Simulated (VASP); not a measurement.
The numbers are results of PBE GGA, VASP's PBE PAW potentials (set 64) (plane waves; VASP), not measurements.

VASP input:

INCAR:
```
# general
SYSTEM  = Os2N
PREC    = Accurate
ENCUT   = 520
LREAL   = .FALSE.
LASPH   = .TRUE.

# electronic loop
EDIFF   = 1E-6
NELM    = 100
ALGO    = Normal
LMAXMIX = 6

# smearing
ISMEAR  = 0
SIGMA   = 0.05

# functional
GGA     = PE

# ions
IBRION  = 2
NSW     = 40
ISIF    = 3
EDIFFG  = -0.01

# output
LWAVE   = .FALSE.
LCHARG  = .FALSE.
```

### POSCAR
```
Os2N
1.0
  2.7832150000   0.0000000000   0.0000000000
 -1.3916080000   2.4103350000   0.0000000000
  0.0000000000   0.0000000000   4.4899040000
N Os
1 2
Direct
  0.0000000000   0.0000000000   0.0000000000
  0.3333330000   0.6666670000   0.2520000000
  0.6666670000   0.3333330000   0.7480000000
```

**KPOINTS**
```
Regular mesh
0
Gamma
  7 7 4
0 0 0
```

POTCAR, in this order: N Os (PBE.64 set). Program: vasp_std.

The run wrote:

File OUTCAR:
```
 ion  position               nearest neighbor table
   1  0.000  0.000  0.000-   2 1.97   3 1.97   3 1.97   2 1.97   3 1.97   2 1.97
   2  0.333  0.667  0.252-   1 1.97   1 1.97   1 1.97   3 2.75   3 2.75   3 2.75   3 2.78   3 2.78
                             3 2.78
   3  0.667  0.333  0.748-   1 1.97   1 1.97   1 1.97   2 2.75   2 2.75   2 2.75   2 2.78   2 2.78
                             2 2.78
  LATTYP: Found a hexagonal cell.
 ALAT       =     2.7832150000
 C/A-ratio  =     1.6132077472
 Subroutine PRICEL returns:
 Original cell was already a primitive cell.
 Subroutine GETGRP returns: Found 12 space group operations
The static configuration has the point symmetry D_3d.
The dynamic configuration has the point symmetry D_3d.
 Subroutine INISYM returns: Found 12 space group operations
 Subroutine IBZKPT returns following result:
 Found     28 irreducible k-points:

 Following reciprocal coordinates:
            Coordinates               Weight
  0.000000  0.000000  0.000000      1.000000
  0.142857  0.000000  0.000000      6.000000
  0.285714  0.000000  0.000000      6.000000
  0.428571  0.000000  0.000000      6.000000
  0.142857  0.142857  0.000000      6.000000
  0.285714  0.142857  0.000000     12.000000
  0.428571  0.142857  0.000000      6.000000
  0.285714  0.285714  0.000000      6.000000
  0.000000  0.000000  0.250000      2.000000
  0.142857  0.000000  0.250000      6.000000
  0.000000  0.142857  0.250000      6.000000
  0.285714  0.000000  0.250000      6.000000
  0.000000  0.285714  0.250000      6.000000
  0.428571  0.000000  0.250000      6.000000
  0.000000  0.428571  0.250000      6.000000
  0.142857  0.142857  0.250000     12.000000
  0.285714  0.142857  0.250000     12.000000
 -0.142857  0.428571  0.250000     12.000000
  0.428571  0.142857  0.250000     12.000000
  0.285714  0.285714  0.250000     12.000000
...
```

### OSZICAR
```
...
DAV:   7    -0.276479339723E+02   -0.23306E-05   -0.17068E-05   902   0.317E-02    0.629E-03
DAV:   8    -0.276479341151E+02   -0.14283E-06   -0.14426E-06   408   0.898E-03
   5 F= -.27647934E+02 E0= -.27646246E+02  d E =-.234687E+01
       N       E                     dE             d eps       ncg     rms          rms(c)
DAV:   1    -0.294824437053E+02   -0.18345E+01   -0.11606E+02   784   0.941E+01    0.672E+00
DAV:   2    -0.286047254382E+02    0.87772E+00   -0.34500E+00  1024   0.173E+01    0.332E+00
DAV:   3    -0.283738174473E+02    0.23091E+00   -0.89942E-01  1172   0.816E+00    0.204E+00
DAV:   4    -0.283056761369E+02    0.68141E-01   -0.23526E-01  1148   0.414E+00    0.514E-01
DAV:   5    -0.283060404048E+02   -0.36427E-03   -0.26635E-02  1038   0.153E+00    0.289E-01
DAV:   6    -0.283055847781E+02    0.45563E-03   -0.17994E-03  1090   0.450E-01    0.159E-01
DAV:   7    -0.283055592539E+02    0.25524E-04   -0.27943E-04   964   0.137E-01    0.411E-02
DAV:   8    -0.283055522813E+02    0.69726E-05   -0.55912E-05  1188   0.605E-02    0.144E-02
DAV:   9    -0.283055522919E+02   -0.10608E-07   -0.46676E-06   722   0.225E-02
   6 F= -.28305552E+02 E0= -.28304896E+02  d E =-.657618E+00
       N       E                     dE             d eps       ncg     rms          rms(c)
DAV:   1    -0.283376202866E+02   -0.32068E-01   -0.17487E+00   784   0.115E+01    0.787E-01
DAV:   2    -0.283239356274E+02    0.13685E-01   -0.38949E-02  1042   0.212E+00    0.400E-01
DAV:   3    -0.283197324956E+02    0.42031E-02   -0.10168E-02  1056   0.835E-01    0.164E-01
DAV:   4    -0.283191748049E+02    0.55769E-03   -0.24773E-03  1064   0.399E-01    0.525E-02
DAV:   5    -0.283191686857E+02    0.61192E-05   -0.17130E-04   886   0.160E-01    0.404E-02
DAV:   6    -0.283191672547E+02    0.14310E-05   -0.18849E-05   980   0.370E-02    0.739E-03
DAV:   7    -0.283191666620E+02    0.59272E-06   -0.35414E-06   720   0.162E-02
   7 F= -.28319167E+02 E0= -.28318734E+02  d E =-.671233E+00
       N       E                     dE             d eps       ncg     rms          rms(c)
DAV:   1    -0.288247263144E+02   -0.50556E+00   -0.36685E+01   784   0.507E+01    0.985E+00
DAV:   2    -0.282898456027E+02    0.53488E+00   -0.82104E-01   882   0.922E+00    0.607E+00
DAV:   3    -0.281402908918E+02    0.14955E+00   -0.77157E-01   944   0.777E+00    0.149E+00
DAV:   4    -0.281347068883E+02    0.55840E-02   -0.45514E-02   954   0.190E+00    0.468E-01
DAV:   5    -0.281350681968E+02   -0.36131E-03   -0.34690E-03  1108   0.712E-01    0.188E-01
DAV:   6    -0.281357764669E+02   -0.70827E-03   -0.24112E-03   940   0.349E-01    0.601E-02
DAV:   7    -0.281357541542E+02    0.22313E-04   -0.14740E-04  1024   0.121E-01    0.369E-02
DAV:   8    -0.281357593006E+02   -0.51464E-05   -0.18925E-05   846   0.404E-02    0.748E-03
DAV:   9    -0.281357584951E+02    0.80548E-06   -0.13620E-06   428   0.115E-02
   8 F= -.28135758E+02 E0= -.28134410E+02  d E =0.183408E+00
       N       E                     dE             d eps       ncg     rms          rms(c)
DAV:   1    -0.286856385240E+02   -0.54988E+00   -0.16165E+01   784   0.319E+01    0.657E+00
DAV:   2    -0.284440595052E+02    0.24158E+00   -0.31021E-01   902   0.507E+00    0.391E+00
DAV:   3    -0.283777271774E+02    0.66332E-01   -0.39455E-01   922   0.507E+00    0.638E-01
DAV:   4    -0.283725151174E+02    0.52121E-02   -0.30880E-02  1134   0.170E+00    0.371E-01
DAV:   5    -0.283725800252E+02   -0.64908E-04   -0.56819E-03   856   0.733E-01    0.158E-01
DAV:   6    -0.283727018109E+02   -0.12179E-03   -0.94060E-04  1002   0.198E-01    0.280E-02
DAV:   7    -0.283726945503E+02    0.72605E-05   -0.71704E-05  1192   0.918E-02    0.276E-02
DAV:   8    -0.283726951255E+02   -0.57517E-06   -0.11253E-05   856   0.258E-02    0.964E-03
DAV:   9    -0.283726952152E+02   -0.89697E-07   -0.37524E-07   398   0.603E-03
   9 F= -.28372695E+02 E0= -.28372109E+02  d E =-.535286E-01
       N       E                     dE             d eps       ncg     rms          rms(c)
DAV:   1    -0.283727926182E+02   -0.97493E-04   -0.28150E-03   784   0.425E-01    0.797E-02
DAV:   2    -0.283727510581E+02    0.41560E-04   -0.59294E-05   878   0.708E-02    0.504E-02
DAV:   3    -0.283727418289E+02    0.92292E-05   -0.68542E-05   978   0.689E-02    0.990E-03
DAV:   4    -0.283727408889E+02    0.93999E-06   -0.51498E-06   832   0.199E-02
  10 F= -.28372741E+02 E0= -.28372150E+02  d E =-.535742E-01
       N       E                     dE             d eps       ncg     rms          rms(c)
DAV:   1    -0.283861837469E+02   -0.13442E-01   -0.37241E+00   784   0.138E+01    0.750E-01
DAV:   2    -0.283811152557E+02    0.50685E-02   -0.49740E-02  1114   0.234E+00    0.452E-01
DAV:   3    -0.283792203157E+02    0.18949E-02   -0.87123E-03  1220   0.904E-01    0.187E-01
DAV:   4    -0.283784913919E+02    0.72892E-03   -0.19965E-03  1024   0.377E-01    0.705E-02
DAV:   5    -0.283784909546E+02    0.43727E-06   -0.26927E-04  1018   0.150E-01    0.401E-02
DAV:   6    -0.283784870820E+02    0.38726E-05   -0.37870E-05  1086   0.608E-02    0.936E-03
DAV:   7    -0.283784868807E+02    0.20133E-06   -0.43220E-06   826   0.206E-02
  11 F= -.28378487E+02 E0= -.28377836E+02  d E =-.574599E-02
       N       E                     dE             d eps       ncg     rms          rms(c)
DAV:   1    -0.283825382303E+02   -0.40511E-02   -0.49932E-01   784   0.505E+00    0.269E-01
DAV:   2    -0.283818487005E+02    0.68953E-03   -0.69072E-03  1124   0.875E-01    0.162E-01
DAV:   3    -0.283815880015E+02    0.26070E-03   -0.11371E-03  1208   0.328E-01    0.687E-02
DAV:   4    -0.283814891021E+02    0.98899E-04   -0.26632E-04  1036   0.137E-01    0.262E-02
DAV:   5    -0.283814877565E+02    0.13456E-05   -0.35078E-05  1030   0.538E-02    0.143E-02
DAV:   6    -0.283814865781E+02    0.11784E-05   -0.50271E-06   800   0.225E-02    0.347E-03
DAV:   7    -0.283814864835E+02    0.94562E-07   -0.55843E-07   392   0.821E-03
  12 F= -.28381486E+02 E0= -.28380859E+02  d E =-.874559E-02
       N       E                     dE             d eps       ncg     rms          rms(c)
DAV:   1    -0.283820242016E+02   -0.53762E-03   -0.31451E-02   784   0.147E+00    0.343E-01
DAV:   2    -0.283815724601E+02    0.45174E-03   -0.74286E-04   934   0.288E-01    0.185E-01
DAV:   3    -0.283814649005E+02    0.10756E-03   -0.62008E-04   874   0.195E-01    0.300E-02
DAV:   4    -0.283814564285E+02    0.84719E-05   -0.78357E-05  1196   0.962E-02    0.144E-02
DAV:   5    -0.283814563662E+02    0.62346E-07   -0.14572E-05   796   0.339E-02    0.110E-02
DAV:   6    -0.283814559685E+02    0.39773E-06   -0.99793E-07   392   0.895E-03
  13 F= -.28381456E+02 E0= -.28380817E+02  d E =0.305150E-04
       N       E                     dE             d eps       ncg     rms          rms(c)
DAV:   1    -0.283817437493E+02   -0.28738E-03   -0.92235E-03   784   0.799E-01    0.185E-01
DAV:   2    -0.283816145262E+02    0.12922E-03   -0.22101E-04   946   0.158E-01    0.995E-02
DAV:   3    -0.283815864888E+02    0.28037E-04   -0.17957E-04   866   0.105E-01    0.161E-02
DAV:   4    -0.283815842455E+02    0.22433E-05   -0.22166E-05  1158   0.516E-02    0.774E-03
DAV:   5    -0.283815842199E+02    0.25575E-07   -0.40638E-06   718   0.180E-02
  14 F= -.28381584E+02 E0= -.28380951E+02  d E =-.977364E-04
       N       E                     dE             d eps       ncg     rms          rms(c)
DAV:   1    -0.283816311075E+02   -0.46862E-04   -0.57774E-03   784   0.568E-01    0.300E-02
DAV:   2    -0.283816162804E+02    0.14827E-04   -0.73656E-05  1016   0.887E-02    0.200E-02
DAV:   3    -0.283816103407E+02    0.59398E-05   -0.16349E-05   928   0.325E-02    0.464E-03
DAV:   4    -0.283816103597E+02   -0.19066E-07   -0.15895E-06   482   0.111E-02
  15 F= -.28381610E+02 E0= -.28380972E+02  d E =-.261398E-04
```

OUTCAR:
```
------------------------ aborting loop because EDIFF is reached ----------------------------------------
  FORCE on cell =-STRESS in cart. coord.  units (eV):
  Direction    XX          YY          ZZ          XY          YZ          ZX
  --------------------------------------------------------------------------------------
  Total        0.0102591      0.0102591      0.0030445     -0.0000000     -0.0000000     -0.0000000
  in kB        0.4774720      0.4774721      0.1416938     -0.0000001     -0.0000000     -0.0000000
  external PRESSURE =       0.3655459 kB  Pullay stress =       0.0000000 kB
  volume of cell :       34.42
      direct lattice vectors                 reciprocal lattice vectors
     2.750562812  0.000000012  0.000000000     0.363561957  0.209902659 -0.000000000
    -1.375281890  2.382057364  0.000000000    -0.000000002  0.419805170  0.000000000
     0.000000000 -0.000000000  5.254090379    -0.000000000 -0.000000000  0.190327902
 POSITION                                       TOTAL-FORCE (eV/Angst)
 -----------------------------------------------------------------------------------
      2.75056      0.00000      0.00000         0.000000     -0.000000     -0.000000
     -0.00000      1.58804      1.54040         0.000000      0.000000     -0.000052
      1.37528      0.79402      3.71369        -0.000000     -0.000000      0.000052
 -----------------------------------------------------------------------------------
    total drift:                               -0.000000     -0.000000     -0.000000
  FREE ENERGIE OF THE ION-ELECTRON SYSTEM (eV)
  ---------------------------------------------------
  free  energy   TOTEN  =       -28.3816103597 eV

  energy  without entropy=      -28.3803335843  energy(sigma->0) =      -28.38097197

 reached required accuracy - stopping structural energy minimisation
```
(Selected blocks of OUTCAR.)

### CONTCAR
```
Os2N
   1.00000000000000
     2.7505628119458350    0.0000000119515155    0.0000000000000000
    -1.3752818897566896    2.3820573640583835    0.0000000000000000
     0.0000000000000000   -0.0000000000000000    5.2540903786168824
  N               Os
     1     2
Direct
     1.0000000000000000    0.0000000000000000    0.0000000000000000
     0.3333330000000032    0.6666669999999968    0.2931802650612087
     0.6666669999999968    0.3333330000000032    0.7068197349387914
```

Energy and stress use the plane-wave basis of the starting cell.

The structure was generated: Os2N was put into the CdI2 type (P-3m1), which need not be its known phase. This run relaxes it. Symmetry was kept, so distortions that lower it aren't found. The k-mesh is coarse (spacing up to 0.38 per Å, 2π included), so the numbers may not be converged in it. The electron count is odd and the run is not spin-polarised, which forces a metal.
